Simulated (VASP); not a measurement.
# Ta2SiN2 (P-3m1) in VASP: notebook

One crystal, Ta2SiN2, is run at these levels: PBE, r2SCAN; tasks: relaxation of cell and atoms, single point.

Everything below comes from runs of VASP 6.6.1. Logs are shortened: lines on timing, memory, paths and dates and some standing lists are left out, and cuts for length are marked.

## Step 1: Starting point

Symmetry: P-3m1, No. 164, trigonal system. The conventional cell has a = 3.472 Å, b = 3.472 Å, c = 6.507 Å, α = 90.00°, β = 90.00°, γ = 120.00°. Ta (site symmetry 3m) has 4 N at 2.07 to 2.17 Å as nearest neighbours. Si (site symmetry -3m) has 6 Ta at 2.77 Å and 6 N at 3.14 Å as nearest neighbours. N (site symmetry 3m) has 4 Ta at 2.07 to 2.17 Å as nearest neighbours.

The cell was built by a generator and needn't be a form met in nature.

## Step 2: Relaxation of cell and atoms, PBE

The input, INCAR:

```
PREC     = Accurate       # precision mode
ENCUT    = 520            # plane-wave cutoff, eV
EDIFF    = 1E-6           # SCF threshold, eV
ISMEAR   = 0              # smearing method
SIGMA    = 0.1            # smearing width, eV
LREAL    = False          # projectors in reciprocal space
LASPH    = True           # aspherical terms in the spheres
NELM     = 120            # most SCF steps
ALGO     = Normal         # electronic algorithm
ISIF     = 3              # what is computed and relaxed
LWAVE    = False          # write WAVECAR
LCHARG   = False          # write CHGCAR
GGA      = PE             # functional
IBRION   = 2              # ionic algorithm
NSW      = 90             # ionic steps
EDIFFG   = -0.01          # ionic threshold
KPAR     = 4
```

The input, KPOINTS:

```
regular mesh
0
Gamma
  10 10 6
```

The input, POSCAR:

```
Ta2SiN2
1.0
    3.4720692000      0.0000000000      0.0000000000
   -1.7360346000      3.0069001300      0.0000000000
    0.0000000000      0.0000000000      6.5070000000
Ta Si N
2 1 2
Direct
    0.3333333300      0.6666666700      0.2938374100
    0.6666666700      0.3333333300      0.7061625900
    0.0000000000      0.0000000000      0.0000000000
    0.3333333300      0.6666666700      0.6277854600
    0.6666666700      0.3333333300      0.3722145400
```

Potentials or basis: VASP PAW PBE potentials, release 64 (Ta_pv, Si, N).

Launch:

```sh
cat potpaw_PBE.64/Ta_pv/POTCAR potpaw_PBE.64/Si/POTCAR potpaw_PBE.64/N/POTCAR > POTCAR
mpirun -np 4 vasp_std > vasp.out
```

OUTCAR:

```text
PREC = Accurate
   ENCUT = 520
   EDIFF = 1E-6
   ISMEAR = 0
   LREAL = False
   LASPH = True
   NELM = 120
   ISIF = 3
   GGA = PE
   IBRION = 2
   NSW = 90
   EDIFFG = -0.01

 ion  position               nearest neighbor table
   1  0.333  0.667  0.294-   5 2.07   5 2.07   5 2.07   4 2.17   3 2.77   3 2.77   3 2.77   2 3.35
                             2 3.35   2 3.35
   2  0.667  0.333  0.706-   4 2.07   4 2.07   4 2.07   5 2.17   3 2.77   3 2.77   3 2.77   1 3.35
                             1 3.35   1 3.35
   3  0.000  0.000  0.000-   1 2.77   2 2.77   1 2.77   2 2.77   2 2.77   1 2.77
   4  0.333  0.667  0.628-   2 2.07   2 2.07   2 2.07   1 2.17
   5  0.667  0.333  0.372-   1 2.07   1 2.07   1 2.07   2 2.17

  LATTYP: Found a hexagonal cell.
 ALAT       =     3.4720692000
 C/A-ratio  =     1.8740985923

  Lattice vectors:

 A1 = (   3.4720692000,   0.0000000000,   0.0000000000)
 A2 = (  -1.7360346000,   3.0069001300,   0.0000000000)
 A3 = (   0.0000000000,   0.0000000000,   6.5070000000)

Analysis of symmetry for initial positions (statically):
=====================================================================
 Subroutine PRICEL returns:
 Original cell was already a primitive cell.

 Routine SETGRP: Setting up the symmetry group for a
 hexagonal supercell.

 Subroutine GETGRP returns: Found 12 space group operations
 (whereof 12 operations were pure point group operations)
 out of a pool of 24 trial point group operations.

The static configuration has the point symmetry D_3d.

Analysis of symmetry for dynamics (positions and initial velocities):
=====================================================================
 Subroutine PRICEL returns:
 Original cell was already a primitive cell.

 Routine SETGRP: Setting up the symmetry group for a
 hexagonal supercell.

 Subroutine GETGRP returns: Found 12 space group operations
 (whereof 12 operations were pure point group operations)
 out of a pool of 24 trial point group operations.

The dynamic configuration has the point symmetry D_3d.

 Subroutine INISYM returns: Found 12 space group operations
 (whereof 12 operations are pure point group operations),
 and found     1 'primitive' translations

----------------------------------------------------------------------------------------

                                     Primitive cell

  volume of cell :      67.9342

  direct lattice vectors                    reciprocal lattice vectors
     3.472069200  0.000000000  0.000000000     0.288012693  0.166284206  0.000000000
    -1.736034600  3.006900130  0.000000000     0.000000000  0.332568412  0.000000000
     0.000000000  0.000000000  6.507000000     0.000000000  0.000000000  0.153680652

  length of vectors
     3.472069200  3.472069199  6.507000000     0.332568412  0.332568412  0.153680652

  position of ions in fractional coordinates (direct lattice)
     0.333333330  0.666666670  0.293837410
     0.666666670  0.333333330  0.706162590
     0.000000000  0.000000000  0.000000000
     0.333333330  0.666666670  0.627785460
     0.666666670  0.333333330  0.372214540

  ion indices of the primitive-cell ions
   primitive index   ion index
                 1           1
                 2           2
                 3           3
                 4           4
                 5           5

----------------------------------------------------------------------------------------

 KPOINTS: regular mesh

Automatic generation of k-mesh.
 Grid dimensions read from file:
 generate k-points for:   10   10    6

 Generating k-lattice:

  Cartesian coordinates                     Fractional coordinates (reciprocal lattice)
     0.028801269  0.016628421  0.000000000     0.100000000  0.000000000  0.000000000
     0.000000000  0.033256841  0.000000000     0.000000000  0.100000000  0.000000000
     0.000000000  0.000000000  0.025613442     0.000000000  0.000000000  0.166666667

  Length of vectors
     0.033256841  0.033256841  0.025613442

  Shift w.r.t. Gamma in fractional coordinates (k-lattice)
     0.000000000  0.000000000  0.000000000

 Subroutine IBZKPT returns following result:
 ===========================================

 Found     72 irreducible k-points:

 Following reciprocal coordinates:
            Coordinates               Weight
  0.000000  0.000000  0.000000      1.000000
  0.100000  0.000000  0.000000      6.000000
  0.200000  0.000000  0.000000      6.000000
  0.300000  0.000000  0.000000      6.000000
  0.400000  0.000000  0.000000      6.000000
  0.500000  0.000000  0.000000      3.000000
[... 16 lines left out ...]
  0.000000  0.400000  0.166667      6.000000
  0.500000  0.000000  0.166667      6.000000
 [... further k-points ...]
   k-points           NKPTS =     72   k-points in BZ     NKDIM =     72   number of bands    NBANDS=     22
   number of dos      NEDOS =    301   number of ions     NIONS =      5
   total plane-waves  NPLWV =  37632
   dimension x,y,z NGX =    28 NGY =   28 NGZ =   48
   dimension x,y,z NGXF=    56 NGYF=   56 NGZF=   96
   ions per type =               2   1   2
   NGX,Y,Z   is equivalent  to a cutoff of  13.41, 13.41, 12.26 a.u.
   NGXF,Y,Z  is equivalent  to a cutoff of  26.81, 26.81, 24.53 a.u.
 SYSTEM =  unknown system
   PREC   = accura    normal or accurate (medium, high low for compatibility)
   ISTART =      0    job   : 0-new  1-cont  2-samecut
   ICHARG =      2    charge: 1-file 2-atom 10-const
   ISPIN  =      1    spin polarized calculation?
   LNONCOLLINEAR =      F non collinear calculations
   LSORBIT =      F    spin-orbit coupling
   LASPH  =      T    aspherical Exc in radial PAW
   ENCUT  =  520.0 eV  38.22 Ry    6.18 a.u.   6.46  6.46 12.10*2*pi/ulx,y,z
   NELM   =    120;   NELMIN=  2; NELMDL= -5     # of ELM steps
   EDIFF  = 0.1E-05   stopping-criterion for ELM
   LREAL  =      F    real-space projection
   EDIFFG = -.1E-01   stopping-criterion for IOM
   NSW    =     90    number of steps for IOM
   IBRION =      2    ionic relax: 0-MD 1-quasi-New 2-CG
   NFREE  =      1    steps in history (QN), initial steepest desc. (CG)
   ISIF   =      3    stress and relaxation
   ISYM   =      2    0-nonsym 1-usesym 2-fastsym
   POTIM  = 0.5000    time-step for ionic-motion
   TEBEG  =    0.0;   TEEND  =   0.0 temperature during run
   PSTRESS=    0.0 pullay stress
   NELECT =      36.0000    total number of electrons
   NUPDOWN=      -1.0000    fix difference up-down
   EMIN   =  10.00;   EMAX   =-10.00  energy-range for DOS
   EFERMI =   0.00;   METHOD = LEGACY
   ISMEAR =     0;   SIGMA  =   0.10  broadening in eV -4-tet -1-fermi 0-gaus
   EFERMI_NEDOS =   21; number of points for ismear=-14 and -15
   IALGO  =     38    algorithm
   IMIX   =      4    mixing-type and parameters
     AMIX     =   0.40;   BMIX     =  1.00
     AMIX_MAG =   1.60;   BMIX_MAG =  1.00
  volume/ion in A,a.u.               =      13.59        91.69
  Fermi-wavevector in a.u.,A,eV,Ry     =   1.324788  2.503486 23.879072  1.755062
  Thomas-Fermi vector in A             =   2.454297
   LORBIT       =      0    0 simple, 1 ext, 2 COOP (PROOUT), +10 PAW based schemes
   GGA     = PE    functional components
   LHFCALC =     F    Hartree Fock is set to
   AEXX    =    0.0000 exact exchange contribution
   IVDW    =     0    specifies the selected vdW correction
   LEPSILON=     F    determine dielectric tensor
   LRPA    =     F    only Hartree local field effects (RPA)
 conjugate gradient relaxation of ions
 non-spin polarized calculation
 Gauss-broadening in eV      SIGMA  =   0.10
  energy-cutoff  :      520.00
  volume of cell :       67.93
 maximum number of plane-waves:      1854
 NGX is ok and might be reduce to    28
   NGX = 13   NGY = 13   NGZ = 25

--------------------------------------- Ionic step        1  -------------------------------------------

 number of electron      36.0000000 magnetization

 Free energy of the ion-electron system (eV)
  ---------------------------------------------------
  ext. energy  EPLUGINS =         0.00000000
  ---------------------------------------------------
  free energy    TOTEN  =       -48.44703561 eV

  energy without entropy =      -48.43824217  energy(sigma->0) =      -48.44263889

------------------------ aborting loop because EDIFF is reached ----------------------------------------

  FORCE on cell =-STRESS in cart. coord.  units (eV):
  Direction    XX          YY          ZZ          XY          YZ          ZX
  --------------------------------------------------------------------------------------
  -------------------------------------------------------------------------------------
  Total       -0.0538449     -0.0538449      0.1208087      0.0000000      0.0000000      0.0000000
  in kB       -1.2698935     -1.2698935      2.8491838      0.0000000      0.0000000      0.0000000
  external PRESSURE =       0.1031323 kB  Pullay stress =       0.0000000 kB
[... 98 lines left out ...]
  FREE ENERGIE OF THE ION-ELECTRON SYSTEM (eV)
  ---------------------------------------------------
  free  energy   TOTEN  =       -48.4513032593 eV

  energy  without entropy=      -48.4439723875  energy(sigma->0) =      -48.44763782

[... ionic steps 4 to 7 ...]

--------------------------------------- Ionic step        8  -------------------------------------------

 number of electron      36.0000002 magnetization

------------------------ aborting loop because EDIFF is reached ----------------------------------------
[... 73 lines left out ...]
--------------------------------------- Ionic step       10  -------------------------------------------

 number of electron      36.0000002 magnetization

 Free energy of the ion-electron system (eV)
  ---------------------------------------------------
  ext. energy  EPLUGINS =         0.00000000
  ---------------------------------------------------
  free energy    TOTEN  =       -48.45209085 eV

  energy without entropy =      -48.44506873  energy(sigma->0) =      -48.44857979

 E-fermi :   7.0672     XC(G=0): -11.8259

 val. band max:        6.9707481566   @ k =   0.2000   0.0000   0.3333
 cond. band min:       7.0706686124   @ k =   0.4000   0.2000   0.3333
 fundamental gap:      0.0999204558
 Fermi energy:         7.0671990032

 k-point     1 :       0.0000    0.0000    0.0000
  band No.  band energies     occupation
      1     -28.7455      2.00000
      2     -28.6147      2.00000
      3     -28.6147      2.00000
      4     -28.5801      2.00000
      5     -28.5801      2.00000
      6     -28.5159      2.00000
[... 589 lines left out ...]
     21       8.6369      0.00000
     22       9.0678      0.00000

 [... further k-points ...]

------------------------ aborting loop because EDIFF is reached ----------------------------------------

  FORCE on cell =-STRESS in cart. coord.  units (eV):
  Direction    XX          YY          ZZ          XY          YZ          ZX
  --------------------------------------------------------------------------------------
  -------------------------------------------------------------------------------------
  Total       -0.0118896     -0.0118896      0.0397382      0.0000000      0.0000000     -0.0000000
  in kB       -0.2814249     -0.2814249      0.9405942      0.0000000      0.0000000     -0.0000000
  external PRESSURE =       0.1259148 kB  Pullay stress =       0.0000000 kB
[... 20 lines left out ...]
  FREE ENERGIE OF THE ION-ELECTRON SYSTEM (eV)
  ---------------------------------------------------
  free  energy   TOTEN  =       -48.4520908524 eV

  energy  without entropy=      -48.4450687294  energy(sigma->0) =      -48.44857979

 reached required accuracy - stopping structural energy minimisation
```

It took 2.6 min on 4 MPI ranks of Intel Xeon Platinum 8488C (Sapphire Rapids), shared host; peak memory 0.28 GiB.

What came out:

```
Free energy                            : -48.4521 eV
Relaxed volume                         : 13.54 Å³/atom
Relaxed cell                           : a = 3.465 Å, b = 3.465 Å, c = 6.509 Å, α = 90.00°, β = 90.00°, γ = 120.00°
Space group after relaxing (to 0.05 Å) : P-3m1 (No. 164)
Energy gained by relaxing              : 1.0 meV/atom
Ionic steps                            : 10
Pressure after relaxing                : 0.0 GPa
Largest force after relaxing           : 0.006 eV/Å
Band gap on the k mesh                 : none (metal or under the smearing width)
```

Forces in eV/Å, atoms in the order of the input:
```
Ta   0.000  0.000 -0.006
Ta   0.000  0.000  0.006
Si   0.000  0.000  0.000
N    0.000  0.000 -0.004
N    0.000  0.000  0.004
```

Step by step:
| step | energy change (eV) | largest force (eV/Å) | pressure (GPa) | volume (Å³) |
| --- | --- | --- | --- | --- |
| 1 | 0.0000 | 0.2564 | 0.01 | 67.93 |
| 2 | -0.0041 | 0.0541 | -0.58 | 67.94 |
| 3 | -0.0043 | 0.0475 | -0.73 | 67.95 |
| 4 | -0.0036 | 0.0318 | 1.15 | 67.31 |
| 5 | -0.0049 | 0.0411 | 0.05 | 67.68 |
| 6 | -0.0049 | 0.0410 | 0.06 | 67.68 |
| 7 | -0.0048 | 0.0443 | -0.35 | 67.81 |
| 8 | -0.0049 | 0.0413 | -0.02 | 67.69 |
| 9 | -0.0050 | 0.0148 | 0.01 | 67.69 |
| 10 | -0.0051 | 0.0061 | 0.01 | 67.69 |

Final structure:
```xyz
5
Lattice="3.4654 0.0000 0.0000 -1.7327 3.0011 0.0000 0.0000 0.0000 6.5085" Properties=species:S:1:pos:R:3 pbc="T T T"
Ta    0.0000    2.0007    1.8948
Ta    1.7327    1.0004    4.6137
Si    0.0000    0.0000    0.0000
N     0.0000    2.0007    4.0808
N     1.7327    1.0004    2.4277
```

Spin-orbit coupling is left out, which matters for the levels of Ta.

## Step 3: Relaxation of cell and atoms, PBE

This run uses another cell than the first one, of 13.54 Å³/atom, 0.996 times its volume.

Edit INCAR of step 2 so:

```diff
@@ -2,3 +2,3 @@
 ENCUT    = 520            # plane-wave cutoff, eV
-EDIFF    = 1E-6           # SCF threshold, eV
+EDIFF    = 1E-7           # SCF threshold, eV
 ISMEAR   = 0              # smearing method
@@ -14,4 +14,5 @@
 IBRION   = 2              # ionic algorithm
-NSW      = 90             # ionic steps
-EDIFFG   = -0.01          # ionic threshold
+NSW      = 60             # ionic steps
+EDIFFG   = -0.005         # ionic threshold
+POTIM    = 0.3            # step
 KPAR     = 4
```

KPOINTS is that of step 2.

The input, POSCAR:

```
Ta2SiN2                                 
1.0
    3.4653882028     -0.0000000000     -0.0000000000
   -1.7326941014      3.0011142167      0.0000000000
   -0.0000000000      0.0000000000      6.5085196704
  Ta              Si              N             
     2     1     2
Direct
     0.3333333300000021    0.6666666699999979    0.2911266632387160
     0.6666666699999979    0.3333333300000021    0.7088733367612842
     0.0000000000000000    0.0000000000000000    0.0000000000000000
     0.3333333300000021    0.6666666699999979    0.6269992359992774
     0.6666666699999979    0.3333333300000021    0.3730007640007224
```

Potentials or basis: VASP PAW PBE potentials, release 64 (Ta_pv, Si, N).

Launch:

```sh
cat potpaw_PBE.64/Ta_pv/POTCAR potpaw_PBE.64/Si/POTCAR potpaw_PBE.64/N/POTCAR > POTCAR
mpirun -np 4 vasp_std > vasp.out
```

It took 42 s on 4 MPI ranks of Intel Xeon Platinum 8488C (Sapphire Rapids), shared host; peak memory 0.25 GiB.

It converged, with:

```yaml
Free_energy: -48.4519 eV
Energy_gained_by_relaxing: 0.0 meV/atom
Ionic_steps: 2
Pressure_after_relaxing: 0.0 GPa
Largest_force_after_relaxing: 0.005 eV/Å
Band_gap_on_the_k_mesh: none (metal or under the smearing width)
```

Forces in eV/Å, atoms in the order of the input:
```
Ta   0.000  0.000 -0.002
Ta   0.000  0.000  0.002
Si   0.000  0.000  0.000
N    0.000  0.000 -0.005
N    0.000  0.000  0.005
```

Final structure:
```xyz
5
Lattice="3.4652 0.0000 0.0000 -1.7326 3.0009 0.0000 0.0000 0.0000 6.5099" Properties=species:S:1:pos:R:3 pbc="T T T"
Ta    0.0000    2.0006    1.8950
Ta    1.7326    1.0003    4.6149
Si    3.4652    0.0000    0.0000
N     0.0000    2.0006    4.0816
N     1.7326    1.0003    2.4284
```

Levels at points of the mesh, in eV from the Fermi level:
```
           k point  band 14  band 15  band 16  band 17  band 18  band 19  band 20  band 21  band 22
(0.00, 0.00, 0.00)    -5.84    -4.98     0.04     0.04     0.23     0.66     0.66     1.22     2.55
(0.50, 0.00, 0.00)    -4.12    -3.54    -3.42    -1.88    -0.75     0.31     1.15     1.78     1.80
(0.00, 0.00, 0.50)    -5.79    -2.27    -2.12     0.45     0.45     0.65     0.65     1.45     2.48
(0.50, 0.00, 0.50)    -4.43    -3.42    -2.76    -1.76    -0.93     0.80     0.96     0.99     1.37
```

Spin-orbit coupling is left out, which matters for the levels of Ta.

## Step 4: Single point, r2SCAN

This run uses another cell than the first one, of 13.54 Å³/atom, 0.996 times its volume.

The input, INCAR:

```
PREC     = Accurate       # precision mode
ENCUT    = 520            # plane-wave cutoff, eV
EDIFF    = 1E-6           # SCF threshold, eV
ISMEAR   = 0              # smearing method
SIGMA    = 0.1            # smearing width, eV
LREAL    = False          # projectors in reciprocal space
LASPH    = True           # aspherical terms in the spheres
NELM     = 150            # most SCF steps
ALGO     = Normal         # electronic algorithm
ISIF     = 2              # what is computed and relaxed
LWAVE    = False          # write WAVECAR
LCHARG   = False          # write CHGCAR
METAGGA  = R2SCAN         # meta-GGA
LMIXTAU  = True         
NBANDS   = 26             # bands
KPAR     = 4
```

KPOINTS is that of step 3.

The input, POSCAR:

```
Ta2SiN2                                 
1.0
    3.4651590603      0.0000000000      0.0000000000
   -1.7325795302      3.0009157735      0.0000000000
    0.0000000000      0.0000000000      6.5099375020
  Ta              Si              N             
     2     1     2
Direct
     0.3333333300000021    0.6666666699999979    0.2911003588201348
     0.6666666699999979    0.3333333300000021    0.7088996411798653
     1.0000000000000000    0.0000000000000000    0.0000000000000000
     0.3333333300000021    0.6666666699999979    0.6269776312431650
     0.6666666699999979    0.3333333300000021    0.3730223687568350
```

Launch:

```sh
cat potpaw_PBE.64/Ta_pv/POTCAR potpaw_PBE.64/Si/POTCAR potpaw_PBE.64/N/POTCAR > POTCAR
mpirun -np 4 vasp_std > vasp.out
```

Run time: 2 min. Hardware: 4 MPI ranks of Intel Xeon Platinum 8488C (Sapphire Rapids), shared host; peak memory 0.28 GiB.

The run converged. Its results:

```yaml
Free_energy: -127.5401 eV
Pressure: -2.6 GPa
Largest_force: 0.078 eV/Å
Band_gap_on_the_k_mesh: none (metal or under the smearing width)
```

Forces in eV/Å, atoms in the order of the input:
```
Ta   0.000  0.000 -0.014
Ta   0.000  0.000  0.014
Si   0.000  0.000  0.000
N    0.000  0.000 -0.078
N    0.000  0.000  0.078
```

Stress tensor (GPa, compression positive):
```
-2.63  0.00  0.00
 0.00 -2.63  0.00
 0.00  0.00 -2.45
```

Levels at points of the mesh, in eV from the Fermi level:
```csv
k point,band 14,band 15,band 16,band 17,band 18,band 19,band 20,band 21,band 22,band 23
"(0.00, 0.00, 0.00)",-6.24,-5.30,0.08,0.08,0.11,0.63,0.63,1.37,2.66,3.54
"(0.50, 0.00, 0.00)",-4.42,-3.83,-3.76,-2.13,-0.88,0.39,1.15,1.86,1.88,2.38
"(0.00, 0.00, 0.50)",-6.19,-2.49,-2.33,0.52,0.52,0.64,0.64,1.52,2.51,2.51
"(0.50, 0.00, 0.50)",-4.73,-3.76,-3.04,-2.00,-1.08,0.84,1.02,1.12,1.43,2.65
```

Caveat: the PAW data sets were made with another functional, which shifts forces and pressure a little.
